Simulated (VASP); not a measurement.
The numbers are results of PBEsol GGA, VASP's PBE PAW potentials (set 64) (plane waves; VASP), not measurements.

A VASP calculation is set up with these files.

### KPOINTS
```
Automatic mesh
0
Gamma
7 7 8
0 0 0
```

**INCAR**
```
ALGO = Normal
EDIFF = 1E-6
EDIFFG = -0.01
ENCUT = 300
GGA = PS
IBRION = 2
ISIF = 3
ISMEAR = 0
LASPH = T
LCHARG = F
LMAXMIX = 4
LREAL = F
LWAVE = F
NELM = 100
NSW = 50
PREC = Accurate
SIGMA = 0.1
SYSTEM = MoSi2
```

File POSCAR:
```
MoSi2
1
   -1.6050000000     1.6050000000     3.9250000000
    1.6050000000    -1.6050000000     3.9250000000
    1.6050000000     1.6050000000    -3.9250000000
Si Mo
2 1
Direct
  0.6650000000   0.6650000000   0.0000000000
  0.3350000000   0.3350000000   0.0000000000
  0.0000000000   0.0000000000   0.0000000000
```

POTCAR, in this order: Si Mo_sv (PBE.64 set). Program: vasp_std.

The resulting files:

OSZICAR:
```
       N       E                     dE             d eps       ncg     rms          rms(c)
DAV:   1     0.646044269399E+02    0.64604E+02   -0.86069E+03  3856   0.913E+02
DAV:   2    -0.247153271189E+02   -0.89320E+02   -0.88244E+02  4439   0.249E+02
DAV:   3    -0.260360572943E+02   -0.13207E+01   -0.13083E+01  4495   0.282E+01
DAV:   4    -0.260417971189E+02   -0.57398E-02   -0.57391E-02  4187   0.203E+00
DAV:   5    -0.260418379668E+02   -0.40848E-04   -0.40846E-04  4523   0.152E-01    0.219E+01
DAV:   6    -0.252461579825E+02    0.79568E+00   -0.74711E+00  4061   0.187E+01    0.485E+00
DAV:   7    -0.251070793521E+02    0.13908E+00   -0.11004E+00  3880   0.667E+00    0.451E+00
DAV:   8    -0.250660805290E+02    0.40999E-01   -0.12136E-01  4173   0.277E+00    0.430E-01
DAV:   9    -0.250650785351E+02    0.10020E-02   -0.21746E-03  4299   0.382E-01    0.237E-01
DAV:  10    -0.250649701363E+02    0.10840E-03   -0.61475E-04  4089   0.234E-01    0.560E-02
DAV:  11    -0.250649588161E+02    0.11320E-04   -0.19242E-04  4180   0.109E-01    0.341E-02
DAV:  12    -0.250649552269E+02    0.35892E-05   -0.22558E-05  3991   0.344E-02    0.670E-03
DAV:  13    -0.250649549488E+02    0.27814E-06   -0.49609E-07  2146   0.563E-03
   1 F= -.25064955E+02 E0= -.25064369E+02  d E =-.250650E+02
       N       E                     dE             d eps       ncg     rms          rms(c)
DAV:   1    -0.254596504509E+02   -0.39470E+00   -0.94582E+00  3963   0.343E+01    0.867E+00
DAV:   2    -0.251030770660E+02    0.35657E+00   -0.30067E+00  3893   0.139E+01    0.189E+00
DAV:   3    -0.250595991434E+02    0.43478E-01   -0.21901E-01  3781   0.273E+00    0.637E-01
DAV:   4    -0.250535509182E+02    0.60482E-02   -0.22155E-02  4012   0.149E+00    0.534E-01
DAV:   5    -0.250536749118E+02   -0.12399E-03   -0.12646E-03  4439   0.340E-01    0.260E-01
DAV:   6    -0.250537200029E+02   -0.45091E-04   -0.35162E-04  4138   0.103E-01    0.140E-02
DAV:   7    -0.250537181307E+02    0.18722E-05   -0.17102E-05  3984   0.258E-02    0.929E-03
DAV:   8    -0.250537174818E+02    0.64895E-06   -0.85851E-07  2489   0.577E-03
   2 F= -.25053717E+02 E0= -.25053142E+02  d E =0.112375E-01
       N       E                     dE             d eps       ncg     rms          rms(c)
DAV:   1    -0.252336018701E+02   -0.17988E+00   -0.36828E+00  3921   0.215E+01    0.483E+00
DAV:   2    -0.250986817235E+02    0.13492E+00   -0.14613E+00  3907   0.926E+00    0.111E+00
DAV:   3    -0.250738393032E+02    0.24842E-01   -0.13086E-01  3796   0.211E+00    0.347E-01
DAV:   4    -0.250716935463E+02    0.21458E-02   -0.92498E-03  3956   0.885E-01    0.204E-01
DAV:   5    -0.250717724149E+02   -0.78869E-04   -0.79899E-04  4467   0.259E-01    0.150E-01
DAV:   6    -0.250717515098E+02    0.20905E-04   -0.26549E-04  4005   0.903E-02    0.137E-02
DAV:   7    -0.250717506061E+02    0.90371E-06   -0.55410E-06  4131   0.161E-02
   3 F= -.25071751E+02 E0= -.25071167E+02  d E =-.679566E-02
       N       E                     dE             d eps       ncg     rms          rms(c)
DAV:   1    -0.250724724899E+02   -0.72098E-03   -0.25335E-02  3816   0.151E+00    0.135E-01
DAV:   2    -0.250719616026E+02    0.51089E-03   -0.96953E-04  4257   0.242E-01    0.675E-02
DAV:   3    -0.250718285195E+02    0.13308E-03   -0.38335E-04  4432   0.154E-01    0.256E-02
DAV:   4    -0.250718252101E+02    0.33095E-05   -0.23577E-05  3879   0.362E-02    0.970E-03
DAV:   5    -0.250718247934E+02    0.41666E-06   -0.12396E-06  2421   0.695E-03
   4 F= -.25071825E+02 E0= -.25071243E+02  d E =-.741873E-04
       N       E                     dE             d eps       ncg     rms          rms(c)
DAV:   1    -0.250718832318E+02   -0.58022E-04   -0.17915E-03  3774   0.401E-01    0.361E-02
DAV:   2    -0.250718472849E+02    0.35947E-04   -0.67306E-05  4306   0.641E-02    0.180E-02
DAV:   3    -0.250718378912E+02    0.93937E-05   -0.27432E-05  4425   0.412E-02    0.656E-03
DAV:   4    -0.250718376390E+02    0.25220E-06   -0.15351E-06  2364   0.940E-03
   5 F= -.25071838E+02 E0= -.25071256E+02  d E =-.870329E-04
```

OUTCAR:
```
------------------------ aborting loop because EDIFF is reached ----------------------------------------
  FORCE on cell =-STRESS in cart. coord.  units (eV):
  Direction    XX          YY          ZZ          XY          YZ          ZX
  --------------------------------------------------------------------------------------
  Total       -0.0019582     -0.0019582     -0.0076544      0.0000000      0.0000000      0.0000000
  in kB       -0.0788002     -0.0788002     -0.3080221      0.0000000      0.0000000      0.0000000
  external PRESSURE =      -0.1552075 kB  Pullay stress =       0.0000000 kB
  volume of cell :       39.81
      direct lattice vectors                 reciprocal lattice vectors
    -1.595429611  1.595429611  3.910415692     0.000000000  0.313395211  0.127863644
     1.595429611 -1.595429611  3.910415692     0.313395211  0.000000000  0.127863644
     1.595429611  1.595429611 -3.910415692     0.313395211  0.313395211  0.000000000
 POSITION                                       TOTAL-FORCE (eV/Angst)
 -----------------------------------------------------------------------------------
      0.00000      0.00000      5.19949        -0.000000     -0.000000     -0.004644
      0.00000      0.00000      2.62134         0.000000      0.000000      0.004644
      0.00000      0.00000      0.00000        -0.000000     -0.000000     -0.000000
 -----------------------------------------------------------------------------------
    total drift:                                0.000000      0.000000      0.000000
  FREE ENERGIE OF THE ION-ELECTRON SYSTEM (eV)
  ---------------------------------------------------
  free  energy   TOTEN  =       -25.0718376390 eV

  energy  without entropy=      -25.0706739653  energy(sigma->0) =      -25.07125580

 reached required accuracy - stopping structural energy minimisation
```
(Selected blocks of OUTCAR.)

CONTCAR:
```
MoSi2
   1.00000000000000
    -1.5954296111096429    1.5954296111096429    3.9104156919538888
     1.5954296111096429   -1.5954296111096429    3.9104156919538888
     1.5954296111096429    1.5954296111096429   -3.9104156919538888
  Si              Mo
     2     1
Direct
     0.6648261941742929    0.6648261941742929    0.0000000000000000
     0.3351738058257070    0.3351738058257070    0.0000000000000000
     0.0000000000000000    0.0000000000000000    0.0000000000000000
```

At this cut-off the stress carries a Pulay error, which pulls relaxed volumes low.

The structure is a typed MoSi2 crystal. This run relaxes it. Symmetry was kept, so distortions that lower it aren't found. The k-mesh is coarse (spacing up to 0.35 per Å, 2π included), so the numbers may not be converged in it. The run is one of a series of settings (EDIFFG = -0.01, IBRION = 2, ISIF = 3, NSW = 50 against the base run), some of them coarse on purpose.
